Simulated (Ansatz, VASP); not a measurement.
# Al64Si19O38 (amorphous SiO2 against Al(111), 7.6 A) in two plane-wave programs

One calculation is typed for both programs; each brings its own data sets. How far apart do they land? Of the first pair: The structure shown is the start of the Ansatz relaxation below; VASP solves that cell, so the two are compared at the walk's first step.

Method: plane waves, with VASP 6.6.1 beside it; single point at PBE, in Ansatz 0.2.0.

### Step 1. Starting point

The cell holds 121 atoms: 64 Al, 19 Si and 38 O. Cell: a = 11.427 Å, b = 9.896 Å, c = 16.640 Å, α = 90.0°, β = 90.0°, γ = 90.0°. It derives from Al (4 planes of fcc Al(111)). A slab of 4 planes of fcc Al(111) (starting lattice constant a = 4.04 A), 11.43 x 9.90 A in plane. 57 atoms (19 Si, 38 O) packed at random between the slab and its periodic image at 2.2 g/cm^3 (a layer of 7.6 A) and pushed apart as soft spheres. Langevin MD at fixed cell with the MACE-MP-0b2 small potential (Batatia et al., arXiv:2401.00096), steps of 1.5 fs: 0.63 ps at 3200 K with the crystal held, 3200 to 500 K in 1.8 ps with the crystal held, 500 to 300 K in 0.9 ps with its inner planes held; soft walls kept the melt out of the crystal while it was held. Then all atoms and the cell's height relaxed. The structure's axis is c.

### Step 2. Ansatz: relaxation, PBE

Ansatz runs on its default PAW (the set named soft_2) files.

The two programs are compared at the cell with which this relaxation starts, whose forces are those of its first step.

Contents of input.yaml:

```yaml
crystal:
  lattice:
    - [11.42685, 0.0, 0.0]
    - [0.0, 9.89594, 0.0]
    - [0.0, 0.0, 16.63965]
  atoms:
    - { symbol: Al, position: [0.9837, 0.01484, 0.31742] }
    - { symbol: Al, position: [0.33514, 0.87563, 0.99126] }
    - { symbol: Al, position: [0.12297, 0.86886, 0.95019] }
    - { symbol: Al, position: [0.024, 0.12211, 0.04187] }
    - { symbol: Al, position: [0.24917, 0.51627, 0.33024] }
    - { symbol: Al, position: [0.11501, 0.42316, 0.04186] }
    - { symbol: Al, position: [0.37699, 0.41718, 0.01468] }
    - { symbol: Al, position: [0.23006, 0.65993, 0.0175] }
    - { symbol: Al, position: [0.22399, 0.15167, 0.9803] }
    - { symbol: Al, position: [0.12742, 0.08875, 0.18832] }
    - { symbol: Al, position: [0.36212, 0.09281, 0.19796] }
    - { symbol: Al, position: [0.23826, 0.34536, 0.19461] }
    - { symbol: Al, position: [0.99647, 0.65556, 0.03953] }
    - { symbol: Al, position: [0.37648, 0.59144, 0.17308] }
    - { symbol: Al, position: [0.12519, 0.5956, 0.17889] }
    - { symbol: Al, position: [0.99415, 0.84047, 0.17374] }
    - { symbol: Al, position: [0.00322, 0.34726, 0.19012] }
    - { symbol: Al, position: [0.36461, 0.26078, 0.3267] }
    - { symbol: Al, position: [0.11605, 0.27519, 0.34149] }
    - { symbol: Al, position: [0.9925, 0.52317, 0.3253] }
    - { symbol: Al, position: [0.25215, 0.84457, 0.16296] }
    - { symbol: Al, position: [0.12081, 0.76504, 0.3097] }
    - { symbol: Al, position: [0.37182, 0.76148, 0.308] }
    - { symbol: Al, position: [0.24321, 0.01392, 0.33233] }
    - { symbol: Al, position: [0.38674, 0.94185, 0.50183] }
    - { symbol: Al, position: [0.16563, 0.93994, 0.48261] }
    - { symbol: Al, position: [0.97906, 0.13217, 0.47315] }
    - { symbol: Al, position: [0.16366, 0.39917, 0.54066] }
    - { symbol: Al, position: [0.37183, 0.42275, 0.50709] }
    - { symbol: Al, position: [0.2565, 0.6792, 0.45777] }
[... 85 atom lines left out ...]
    - { symbol: O, position: [0.82943, 0.07521, 0.78843] }
    - { symbol: O, position: [0.5058, 0.33137, 0.4959] }
    - { symbol: O, position: [0.11997, 0.76289, 0.48482] }
    - { symbol: O, position: [0.7912, 0.61173, 0.78314] }
    - { symbol: O, position: [0.62755, 0.97611, 0.8563] }
    - { symbol: O, position: [0.04742, 0.41029, 0.60543] }
kpoints:
  mp_grid: { grid: [1, 2, 1] }
hamiltonian:
  xc: pbe
scf:
  occupations: { method: fermi_dirac, width: 0.1 }
output:
  forces: true
relax:
  f_tol: 0.08
  max_steps: 90
  cell: { fix: [a, b, alpha, beta, gamma] }
```

The run is started by

```sh
$ ansatz run input.yaml --threads 4 --pin off --max-ram 8192MiB --backend cpu --events-out ev --progress --plain --runs-dir out
```

Numbers of over 12 decimals in the logs are rounded to 6 here.

The log of the run:

```text
Engine: ansatz 0.2.0, x86_64-unknown-linux-gnu
Pseudopotentials: kind: paw
Pseudopotential: Al, paw, valence charge 3, recommended cutoff 420 eV (normal), Al.paw.azcp
Pseudopotential: Si, paw, valence charge 4, recommended cutoff 420 eV (normal), Si.paw.azcp
Pseudopotential: O, paw, valence charge 6, recommended cutoff 420 eV (normal), O.paw.azcp
Functional definition: PBE
  parameter kappa = 0.804
  parameter beta = 0.066725
  exchange = pbe_x(kappa = kappa, mu = beta*pi^2/3)
  correlation = pbe_c(beta = beta)
Crystal: 121 atoms, lattice volume = 1881.602 Å³
Basis set: ecut = 420 eV, 36777 PW (Γ), exchange–correlation on 160×144×240 points (8 copies of the dense FFT grid, shifted against one another)
Bands: 369, of which v1, the nominal top of the filled ones, is band 248 counted from 1 (247 counted from 0)
Symmetry: 1 space group operations
Space group: P1 (ITA 1), of the structure as read, at distance tolerance 1.2e-4 Å
k-points: 2
Non-local potential: Al, projectors of the file, l = 0: 2, l = 1: 2, l = 2: 1
Non-local potential: Si, projectors of the file, l = 0: 2, l = 1: 2, l = 2: 2
Non-local potential: O, projectors of the file, l = 0: 2, l = 1: 2, l = 2: 1
PAW form: soft (Blöchl's): semilocal exchange-correlation on the pseudo side does not see the compensation charge
PAW one-centre angular grid: Al, 110 points (default); XC on 64 Gauss nodes
PAW one-centre angular grid: Si, 110 points (default); XC on 64 Gauss nodes
PAW one-centre angular grid: O, 110 points (default); XC on 64 Gauss nodes
Initial density: superposition of atomic densities (neutral atoms: chi_scale 0, normalization atom), corrected by the library's trained network
Initial wavefunctions: pseudopotential atomic-orbital guess
Functional: x = pbe(κ = 0.804, μ = 0.219515), c = pbe(β = 0.066725)
SCF iter   1: F=—  HF=-68044.986424 eV  |F-HF|=—  |Δ(HF+E_count)|=         —  Δρ=7.87e-3  dr2=1.61e1  ethr=1.77e-3  ⟨swp⟩=7.5  Hψ=3830  notcnv=0  defer=93
preconditioner: auto → LDOS  [metal: Δε(μ)=0.059 eV  Ē_g=8.849 eV  σ=0.100 eV  W_gap=0.15  n_scr=318 (ndim 8)  ℏωp=17.5 eV  f_vac=0.049  D(μ)=41.21/eV (n_scr^D=246)  β→1.0]
SCF iter   2: F=—  HF=-68044.232165 eV  |F-HF|=—  |Δ(HF+E_count)|=   7.54e-1  Δρ=4.84e-3  dr2=2.21e0  ethr=1.77e-3  ⟨swp⟩=3.0  Hψ=1020  notcnv=0  defer=101
SCF iter   3: F=—  HF=-68044.067536 eV  |F-HF|=—  |Δ(HF+E_count)|=   1.65e-1  Δρ=1.17e-3  dr2=6.77e-2  ethr=4.45e-4  ⟨swp⟩=4.5  Hψ=795  notcnv=0  defer=101
SCF iter   4: F=—  HF=-68044.065741 eV  |F-HF|=—  |Δ(HF+E_count)|=   1.79e-3  Δρ=4.64e-4  dr2=8.65e-3  ethr=1.36e-5  ⟨swp⟩=2.0  Hψ=1336  notcnv=0  defer=99
SCF iter   5: F=—  HF=-68044.065212 eV  |F-HF|=—  |Δ(HF+E_count)|=   5.29e-4  Δρ=2.24e-4  dr2=2.55e-3  ethr=1.74e-6  ⟨swp⟩=2.0  Hψ=1055  notcnv=0  defer=99
SCF iter   6: F=—  HF=-68044.065019 eV  |F-HF|=—  |Δ(HF+E_count)|=   1.93e-4  Δρ=1.07e-4  dr2=5.61e-4  ethr=5.14e-7  ⟨swp⟩=2.0  Hψ=1046  notcnv=0  defer=99
SCF iter   7: F=—  HF=-68044.064967 eV  |F-HF|=—  |Δ(HF+E_count)|=   5.24e-5  Δρ=4.33e-5  dr2=6.65e-5  ethr=1.13e-7  ⟨swp⟩=2.0  Hψ=1050  notcnv=0  defer=99
SCF iter   8: F=—  HF=-68044.065311 eV  |F-HF|=—  |Δ(HF+E_count)|=   3.45e-4  Δρ=1.80e-5  dr2=1.04e-5  ethr=1.34e-8  ⟨swp⟩=2.0  Hψ=1137  notcnv=0  defer=99
SCF iter   9: F=—  HF=-68044.065310 eV  |F-HF|=—  |Δ(HF+E_count)|=   9.58e-7  Δρ=7.28e-6  dr2=1.42e-6  ethr=2.09e-9  ⟨swp⟩=2.0  Hψ=1189  notcnv=0  defer=99
SCF iter  10: F=—  HF=-68044.065310 eV  |F-HF|=—  |Δ(HF+E_count)|=   9.02e-8  Δρ=2.78e-6  dr2=2.18e-7  ethr=2.85e-10  ⟨swp⟩=2.0  Hψ=1155  notcnv=0  defer=99
SCF iter  11: F=-68044.065310 eV  HF=-68044.065310 eV  |F-HF|=2.36e-8  |Δ(HF+E_count)|=   1.49e-8  Δρ=1.24e-6  dr2=4.21e-8  ethr=2.02e-11  ⟨swp⟩=5.0  Hψ=2314  notcnv=0
SCF 1 converged in 11 iterations: F = -68044.065310 eV  dr2 = 4.21e-8
  greatest PAW one-centre occupation: 0.881 electrons in one spin orbital (limit 2), on the O atom at site 110 (counted from 0), in its partial waves of l = 0
relax step   1: F+E_penalty+E_count = -68044.06531029 eV  Δ(F+E_penalty+E_count) = +0.000e0 eV  max|allowed force component| = 4.189e0 eV/Å  Δτ_max = 0.0000 Å  P = +7.224 GPa  Ω = 1881.602 Å³  fix = [a, b, alpha, beta, gamma]  reactions: a +6.922, b +8.620 GPa; alpha -0.420, beta +0.531, gamma +0.052 GPa/rad  (11 SCF iters, dr2 threshold 1.00e-7 eV, accepted)
Crystal: 121 atoms, lattice volume = 1912.260 Å³
Basis set: ecut = 420 eV, 37343 PW (Γ), exchange–correlation on 160×144×240 points (8 copies of the dense FFT grid, shifted against one another)
Initial density: handed on by an earlier stage of this run
Initial wavefunctions: those handed on with the density
iter 1 solved again at ethr=9.49e-4 eV; its pass at ethr=3.10e-3 eV (dr2=4.71e0 eV) is discarded
SCF iter   1: F=—  HF=-68054.787018 eV  |F-HF|=—  |Δ(HF+E_count)|=         —  Δρ=9.53e-3  dr2=4.74e0  ethr=9.49e-4  ⟨swp⟩=8.5  Hψ=3932  notcnv=0  defer=4
[...]
- { symbol: Al, position: [1.040831, 0.828085, 0.151017] }
    - { symbol: Al, position: [0.051974, 0.332888, 0.119167] }
    - { symbol: Al, position: [0.428628, 0.316955, 0.282935] }
    - { symbol: Al, position: [0.178462, 0.314635, 0.268832] }
    - { symbol: Al, position: [1.065856, 0.570806, 0.325829] }
    - { symbol: Al, position: [0.297645, 0.776978, 0.129096] }
    - { symbol: Al, position: [0.184542, 0.813232, 0.274972] }
    - { symbol: Al, position: [0.423728, 0.800187, 0.274180] }
    - { symbol: Al, position: [0.310783, 0.070605, 0.300896] }
    - { symbol: Al, position: [0.342833, 0.947432, 0.433074] }
    - { symbol: Al, position: [0.098039, 0.944295, 0.512834] }
    - { symbol: Al, position: [0.972426, 0.165571, 0.449120] }
    - { symbol: Al, position: [0.109090, 0.373658, 0.520195] }
    - { symbol: Al, position: [0.380399, 0.496119, 0.538677] }
    - { symbol: Al, position: [0.200325, 0.647455, 0.449683] }
    - { symbol: Al, position: [0.209872, 0.155842, 0.451315] }
    - { symbol: Al, position: [0.955474, 0.724636, 0.437411] }
    - { symbol: Al, position: [0.539463, 0.044858, 0.355736] }
    - { symbol: Al, position: [0.857029, 0.924166, 0.030489] }
    - { symbol: Al, position: [0.616954, 1.042922, 0.073841] }
    - { symbol: Al, position: [0.454572, 0.205968, 0.025993] }
    - { symbol: Al, position: [0.805922, 0.580984, 0.333119] }
    - { symbol: Al, position: [0.626219, 0.415809, 0.022108] }
    - { symbol: Al, position: [0.906095, 0.476739, 0.984574] }
[...]
- { symbol: Al, position: [0.853236, 0.961869, 0.530687] }
    - { symbol: Al, position: [0.559347, 0.945489, 0.506825] }
    - { symbol: Al, position: [0.432824, 0.191299, 0.500106] }
    - { symbol: Al, position: [0.625126, 0.408539, 0.470713] }
    - { symbol: Al, position: [0.933564, 0.448978, 0.434693] }
    - { symbol: Al, position: [0.714682, 0.675602, 0.467246] }
    - { symbol: Al, position: [0.696534, 0.160340, 0.455073] }
    - { symbol: Al, position: [0.457738, 0.673016, 0.450463] }
    - { symbol: Si, position: [0.815311, 0.669985, 0.916615] }
    - { symbol: Si, position: [0.629269, 0.671981, 0.792810] }
    - { symbol: Si, position: [0.461116, 0.852863, 0.870603] }
    - { symbol: Si, position: [0.483931, 0.371421, 0.778127] }
    - { symbol: Si, position: [0.169088, 0.577193, 0.711724] }
    - { symbol: Si, position: [0.957879, 0.632991, 0.660815] }
    - { symbol: Si, position: [-0.029383, 0.790148, 0.803738] }
    - { symbol: Si, position: [0.198722, 0.936227, 0.852936] }
    - { symbol: Si, position: [0.593882, 0.516453, 0.701986] }
    - { symbol: Si, position: [0.381904, 0.284425, 0.679273] }
    - { symbol: Si, position: [0.633978, -0.028645, 0.769787] }
    - { symbol: Si, position: [0.892938, 0.097793, 0.773068] }
    - { symbol: Si, position: [0.389018, 0.522794, 0.675027] }
    - { symbol: Si, position: [0.465136, 0.00139524, 0.627165] }
    - { symbol: Si, position: [0.766397, 0.511559, 0.624441] }
    - { symbol: Si, position: [0.161886, 0.183901, 0.771656] }
    - { symbol: Si, position: [0.209901, 0.899356, 0.682140] }
    - { symbol: Si, position: [0.920732, 0.251454, 0.615364] }
    - { symbol: Si, position: [-0.051305, 0.869625, 0.642314] }
    - { symbol: O, position: [-0.058259, 0.911436, 0.739175] }
    - { symbol: O, position: [0.182453, -0.0022144, 0.756203] }
    - { symbol: O, position: [0.894342, 0.158529, 0.539957] }
    - { symbol: O, position: [0.544443, 0.00945649, 0.702650] }
    - { symbol: O, position: [0.253187, 0.223216, 0.703080] }
    - { symbol: O, position: [0.679958, 0.815627, 0.758358] }
    - { symbol: O, position: [-0.012520, 0.981005, 0.984538] }
    - { symbol: O, position: [0.221809, 0.504155, 0.515536] }
    - { symbol: O, position: [0.453153, 0.843323, 0.962317] }
    - { symbol: O, position: [0.706141, 0.535808, 0.537205] }
    - { symbol: O, position: [0.335905, 0.931621, 0.646828] }
    - { symbol: O, position: [0.511999, 0.339423, -0.034487] }
    - { symbol: O, position: [0.261539, 0.351693, -0.084230] }
    - { symbol: O, position: [0.756878, 0.067308, 0.025404] }
    - { symbol: O, position: [-0.121551, 0.798634, 0.871927] }
    - { symbol: O, position: [0.613494, 0.597256, 0.012032] }
    - { symbol: O, position: [0.509138, 0.707586, 0.841180] }
    - { symbol: O, position: [0.833896, 0.784789, 0.493593] }
    - { symbol: O, position: [0.703019, 0.016385, 0.521979] }
    - { symbol: O, position: [0.382709, 0.568421, -0.026187] }
    - { symbol: O, position: [0.197402, 0.745204, 0.708287] }
    - { symbol: O, position: [0.100369, 0.926956, 0.622001] }
    - { symbol: O, position: [-0.043623, 0.648516, 0.758204] }
    - { symbol: O, position: [0.321686, 0.771127, 0.454961] }
[...]
- { symbol: O, position: [0.430114, 0.170994, 0.612857] }
    - { symbol: O, position: [0.771904, 0.368490, -0.00716993] }
    - { symbol: O, position: [0.745470, 0.071552, 0.773672] }
    - { symbol: O, position: [0.479269, 0.364051, 0.507894] }
    - { symbol: O, position: [0.090775, 0.765858, 0.486054] }
    - { symbol: O, position: [0.720417, 0.610886, 0.854565] }
    - { symbol: O, position: [0.553041, 0.971910, 0.846131] }
    - { symbol: O, position: [0.046145, 0.325688, 0.606039] }
```

The column dr2 measures how far the density is from self-consistency, as an energy; F and HF (Harris–Foulkes) agree once it is small.

### Step 3. VASP: single point, PBE, start cell, pair 1

The same cell, functional, mesh and smearing now go to VASP, with its own data sets.

Lines of VASP's logs that name or quote its potential files are left out, and so is its time.

Contents of INCAR:

```
SYSTEM = Al64Si19O38
PREC = Accurate
ENCUT = 520
EDIFF = 1E-06
NELM = 120
ISMEAR = -1
SIGMA = 0.1
LREAL = Auto
ALGO = Normal
GGA = PE
NBANDS = 336
LORBIT = 11
LWAVE = .FALSE.
LCHARG = .FALSE.
ISIF = 2
LASPH = .TRUE.
GGA_COMPAT = .FALSE.
KPAR = 2
NCORE = 2
```

Contents of POSCAR:

```
Al64Si19O38
1.0
   11.4268500000      0.0000000000      0.0000000000
    0.0000000000      9.8959400000      0.0000000000
    0.0000000000      0.0000000000     16.6396500000
Al Si O
64 19 38
Direct
    0.9837006699      0.0148444716      0.3174225419
    0.3351404805      0.8756318248      0.9912588306
    0.1229735229      0.8688613714      0.9501882552
    0.0239961144      0.1221106838      0.0418698711
    0.2491675309      0.5162723299      0.3302413212
    0.1150098234      0.4231634387      0.0418578516
    0.3769892840      0.4171811874      0.0146817992
    0.2300634033      0.6599272025      0.0175003681
    0.2239899885      0.1516682599      0.9802970615
    0.1274191925      0.0887535696      0.1883212688
    0.3621207944      0.0928057365      0.1979608946
    0.2382633884      0.3453638563      0.1946074587
    0.9964688431      0.6555617758      0.0395320815
    0.3764817076      0.5914445722      0.1730805636
    0.1251876064      0.5955977906      0.1788919839
    0.9941497438      0.8404658880      0.1737416352
    0.0032204851      0.3472636253      0.1901181816
    0.3646061688      0.2607837153      0.3267015833
    0.1160512302      0.2751936653      0.3414915578
    0.9924957447      0.5231741502      0.3253013134
    0.2521517304      0.8445685807      0.1629601584
    0.1208119473      0.7650410168      0.3097000237
    0.3718172550      0.7614840025      0.3079992668
    0.2432078832      0.0139249025      0.3323327113
    0.3867382524      0.9418509005      0.5018314688
    0.1656274476      0.9399410263      0.4826123146
    0.9790624713      0.1321653122      0.4731469712
    0.1636584010      0.3991738026      0.5406604105
    0.3718260063      0.4227491274      0.5070899929
    0.2565011355      0.6791977316      0.4577680420
[... 85 atom lines left out ...]
    0.8294324333      0.0752126630      0.7884300451
    0.5057999361      0.3313682177      0.4958998537
    0.1199718208      0.7628886190      0.4848178898
    0.7911979242      0.6117256168      0.7831414723
    0.6275482745      0.9761073733      0.8562980592
    0.0474233931      0.4102894722      0.6054273978
```

Contents of KPOINTS:

```
Automatic mesh
0
Gamma
1 2 1
0 0 0
```

The projector-augmented-wave data sets are Al, Si and O (PBE family, release 64).

The run is started by

```sh
$ mpirun -np 16 vasp_std
```

The log of the run:

```text
[banner, memory and clock lines left out]
running   16 mpi-ranks, on    1 nodes
[...]
LDA part: xc-table for (Slater+PW92), standard interpolation
 POSCAR, INCAR and KPOINTS ok, starting setup
[...]
entering main loop
       N       E                     dE             d eps       ncg     rms          rms(c)
DAV:   1     0.241537381407E+04    0.24154E+04   -0.21328E+05  1344   0.127E+03
DAV:   2    -0.357704563382E+03   -0.27731E+04   -0.26294E+04  1672   0.246E+02
DAV:   3    -0.690247915515E+03   -0.33254E+03   -0.32601E+03  1616   0.879E+01
DAV:   4    -0.699557429747E+03   -0.93095E+01   -0.92365E+01  1608   0.152E+01
[...]
DAV:  21    -0.627344992446E+03   -0.17468E-04   -0.30918E-05  1456   0.112E-02    0.127E-02
DAV:  22    -0.627344997396E+03   -0.49496E-05   -0.23832E-05  1688   0.104E-02    0.736E-03
DAV:  23    -0.627344998358E+03   -0.96198E-06   -0.63201E-06  1520   0.534E-03
   1 F= -.62734500E+03 E0= -.62659991E+03  d E =-.149017E+01
```

From OUTCAR (step 3):

```text
  FREE ENERGIE OF THE ION-ELECTRON SYSTEM (eV)
  ---------------------------------------------------
  free  energy   TOTEN  =      -627.3449983578 eV

  energy  without entropy=     -625.8548297660  energy(sigma->0) =     -626.59991406

[... 1 further part left out ...]
```

The run ends at a pressure of 7.24 GPa, with forces up to 5.1 eV/Å.

### Step 4. Comparison

Known differences besides the potentials themselves: the cutoff is 420 eV in Ansatz and 520 eV in VASP (PREC = Accurate, projectors in real space). Total energies have different zeros and are not compared.

Forces on 10 of the 121 atoms, those with the largest forces and the largest differences (eV/Å; atoms numbered as in POSCAR):

| atom | Ansatz x, y, z | VASP x, y, z |
| --- | --- | --- |
| Si66 | -0.639, -0.125, -0.614 | -0.661, -0.191, -0.644 |
| Si72 | 0.750, 1.077, 3.581 | 0.755, 1.119, 3.606 |
| Si75 | -0.309, -0.919, -0.428 | -0.259, -0.883, -0.404 |
| Si78 | 3.800, -0.485, 0.272 | 3.804, -0.494, 0.259 |
| Si79 | 0.413, -0.267, -0.040 | 0.377, -0.217, -0.054 |
| Si83 | -4.189, 0.049, -2.776 | -4.226, 0.060, -2.788 |
| O94 | -3.325, 1.023, 1.849 | -3.297, 1.020, 1.805 |
| O104 | -1.336, 1.990, 3.463 | -1.328, 1.964, 3.452 |
| O105 | 2.127, 1.103, 3.355 | 2.112, 1.103, 3.304 |
| O106 | 0.469, -2.103, 4.061 | 0.458, -2.091, 4.085 |

The forces differ by 14 meV/Å r.m.s., which is 1.4 % of the r.m.s. force of 0.983 eV/Å (both taken over all components).

(Continued in part 2 of 2.)

[Lines on the potential files, build, host, timing and source positions are cut from VASP's logs without a mark.]

[Logs are printed without paths, hosts, clocks, repeated set-up lines and the standing remarks that a program may print on its own settings, such as how far it seeks lower states.]

[Hosts, paths, dates, database ids (printed as entryN), source tags and the programs' standing remarks are cut or masked in the printed files.]
